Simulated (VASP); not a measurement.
Method: revPBE GGA, VASP's PBE PAW potentials (set 64) (plane waves; VASP).

A VASP calculation is set up with these files.

**KPOINTS**
```
Automatic mesh
0
Gamma
1 1 1
0 0 0
```

INCAR:
```
SYSTEM = Cl atom
PREC = Normal
ENCUT = 520
EDIFF = 1E-6
NELM = 200
ALGO = All
LREAL = .FALSE.
LASPH = .TRUE.
ISMEAR = 0
SIGMA = 0.01
GGA = RE
ISPIN = 2
MAGMOM = 1
LORBIT = 10
LWAVE = .FALSE.
LCHARG = .FALSE.
ISYM = 0
NUPDOWN = 1
```

**POSCAR**
```
Cl atom
1
   12.0000000000     0.0000000000     0.0000000000
    0.0000000000    12.5000000000     0.0000000000
    0.0000000000     0.0000000000    13.0000000000
Cl
1
Direct
  0.0000000000   0.0000000000   0.0000000000
```

POTCAR, in this order: Cl (PBE.64 set). Program: vasp_gam. Read from the step before: WAVECAR.

The resulting files:

OUTCAR:
```
 ion  position               nearest neighbor table
   1  0.000  0.000  0.000-
 Subroutine IBZKPT returns following result:
 Found      1 irreducible k-points:

 Following reciprocal coordinates:
            Coordinates               Weight
  0.000000  0.000000  0.000000      1.000000
   k-points           NKPTS =      1   k-points in BZ     NKDIM =      1   number of bands    NBANDS=      8
   number of dos      NEDOS =    301   number of ions     NIONS =      1
   total plane-waves  NPLWV = 392000
   dimension x,y,z NGX =    70 NGY =   70 NGZ =   80
   dimension x,y,z NGXF=   140 NGYF=  140 NGZF=  160
   ions per type =               1
   PREC   = normal    normal or accurate (medium, high low for compatibility)
   ISTART =      1    job   : 0-new  1-cont  2-samecut
   ICHARG =      0    charge: 1-file 2-atom 10-const
   ISPIN  =      2    spin polarized calculation?
   LNONCOLLINEAR =      F non collinear calculations
   LSORBIT =      F    spin-orbit coupling
   INIWAV =      1    electr: 0-lowe 1-rand  2-diag
   ENCUT  =  520.0 eV  38.22 Ry    6.18 a.u.  22.31 23.24 24.17*2*pi/ulx,y,z
   NELM   =    200;   NELMIN=  2; NELMDL=  0     # of ELM steps
   EDIFF  = 0.1E-05   stopping-criterion for ELM
   LREAL  =      F    real-space projection
   NLSPLINE    = F    spline interpolate recip. space projectors
   LMAXMIX     =    2 max onsite mixed and CHGCAR
   VOSKOWN=      0    Vosko Wilk Nusair interpolation
   EDIFFG = 0.1E-04   stopping-criterion for IOM
   NSW    =      0    number of steps for IOM
   NBLOCK =      1;   KBLOCK =      1    inner block; outer block
   IBRION =     -1    ionic relax: 0-MD 1-quasi-New 2-CG
   NFREE  =      0    steps in history (QN), initial steepest desc. (CG)
   ISIF   =      2    stress and relaxation
   ISYM   =      0    0-nonsym 1-usesym 2-fastsym
   TEIN   =    0.0    initial temperature
   TEBEG  =    0.0;   TEEND  =   0.0 temperature during run
   SMASS  =  -3.00    Nose mass-parameter (am)
   PSTRESS=    0.0 pullay stress
   NELECT =       7.0000    total number of electrons
   EFERMI =   0.00;   METHOD = LEGACY
   ISMEAR =     0;   SIGMA  =   0.01  broadening in eV -4-tet -1-fermi 0-gaus
   IALGO  =     58    algorithm
   LDIAG  =      T    sub-space diagonalisation (order eigenvalues)
   IMIX   =      4    mixing-type and parameters
     AMIX     =   0.40;   BMIX     =  1.00
     AMIX_MAG =   1.60;   BMIX_MAG =  1.00
     AMIN     =   0.10
   GGA     = RE    functional components
   VOSKOWN =     0    Vosko Wilk Nusair interpolation
   LHFCALC =     F    Hartree Fock is set to
   LHFONE  =     F    Hartree Fock one center treatment
   AEXX    =    0.0000 exact exchange contribution
   IVDW    =     0    specifies the selected vdW correction
   LEPSILON=     F    determine dielectric tensor
   LRPA    =     F    only Hartree local field effects (RPA)
  energy-cutoff  :      520.00
  volume of cell :     1950.00
      direct lattice vectors                 reciprocal lattice vectors
    12.000000000  0.000000000  0.000000000     0.083333333  0.000000000  0.000000000
     0.000000000 12.500000000  0.000000000     0.000000000  0.080000000  0.000000000
     0.000000000  0.000000000 13.000000000     0.000000000  0.000000000  0.076923077
 k-point     1 :   0.0000 0.0000 0.0000  plane waves:   26244
 maximum number of plane-waves:     26244
```

**OSZICAR**
```
       N       E                     dE             d eps       ncg     rms           ort
SDA:   1    -0.246553669739E+00   -0.24655E+00    0.00000E+00     8   0.484E-02   0.000E+00
CGA:   2    -0.248288068173E+00   -0.17344E-02   -0.17325E-02     8   0.140E-02   0.117E-04
CGA:   3    -0.248570230716E+00   -0.28216E-03   -0.28274E-03     8   0.198E-03   0.389E-04
CGA:   4    -0.248622169000E+00   -0.51938E-04   -0.51765E-04     8   0.574E-04   0.438E-05
CGA:   5    -0.248666929164E+00   -0.44760E-04   -0.44940E-04     8   0.429E-03  -0.338E-05
SDA:   6    -0.284271219337E+00   -0.35604E-01   -0.35680E-01     8   0.410E+00   0.638E-03
CGA:   7    -0.350614862530E+00   -0.66344E-01   -0.12363E+00     8   0.707E-01   0.707E-02
CGA:   8    -0.376498388744E+00   -0.25884E-01   -0.25901E-01     8   0.323E-01  -0.757E-04
CGA:   9    -0.389302919871E+00   -0.12805E-01   -0.12804E-01     8   0.985E-02  -0.283E-04
CGA:  10    -0.392871354994E+00   -0.35684E-02   -0.35703E-02     8   0.323E-02   0.198E-04
CGA:  11    -0.394491550515E+00   -0.16202E-02   -0.16205E-02     8   0.954E-03  -0.199E-04
CGA:  12    -0.394856011513E+00   -0.36446E-03   -0.36505E-03     8   0.243E-03   0.584E-05
CGA:  13    -0.394962592080E+00   -0.10658E-03   -0.10666E-03     8   0.666E-04   0.187E-05
CGA:  14    -0.394990704947E+00   -0.28113E-04   -0.28056E-04     8   0.186E-04  -0.102E-05
CGA:  15    -0.394998512824E+00   -0.78079E-05   -0.78573E-05     8   0.446E-05   0.123E-05
CGA:  16    -0.395001282255E+00   -0.27694E-05   -0.28786E-05     8   0.275E-05  -0.774E-06
CGA:  17    -0.395002130361E+00   -0.84811E-06   -0.87349E-06     8   0.531E-06   0.268E-06
   1 F= -.39500213E+00 E0= -.39500213E+00  d E =-.929762E-28  mag=     1.0000
```

**OUTCAR**
```
------------------------ aborting loop because EDIFF is reached ----------------------------------------
  FORCE on cell =-STRESS in cart. coord.  units (eV):
  Direction    XX          YY          ZZ          XY          YZ          ZX
  --------------------------------------------------------------------------------------
  Total       -0.0090007     -0.0112494     -0.0133501     -0.0001154      0.0008800     -0.0002189
  in kB       -0.0073953     -0.0092428     -0.0109688     -0.0000948      0.0007230     -0.0001799
  external PRESSURE =      -0.0092023 kB  Pullay stress =       0.0000000 kB
  volume of cell :     1950.00
      direct lattice vectors                 reciprocal lattice vectors
    12.000000000  0.000000000  0.000000000     0.083333333  0.000000000  0.000000000
     0.000000000 12.500000000  0.000000000     0.000000000  0.080000000  0.000000000
     0.000000000  0.000000000 13.000000000     0.000000000  0.000000000  0.076923077
 POSITION                                       TOTAL-FORCE (eV/Angst)
 -----------------------------------------------------------------------------------
      0.00000      0.00000      0.00000         0.000000     -0.000000      0.000000
 -----------------------------------------------------------------------------------
    total drift:                                0.000000     -0.000000      0.000000
  FREE ENERGIE OF THE ION-ELECTRON SYSTEM (eV)
  ---------------------------------------------------
  free  energy   TOTEN  =        -0.3950021304 eV

  energy  without entropy=       -0.3950021304  energy(sigma->0) =       -0.39500213

 total charge

# of ion       s       p       d       tot
------------------------------------------
    1        1.625   3.292   0.000   4.917

 magnetization (x)

# of ion       s       p       d       tot
------------------------------------------
    1        0.015   0.695   0.000   0.710
```
(Selected blocks of OUTCAR.)

The atom may not be in its lowest state.

The cell is a free atom in a box.
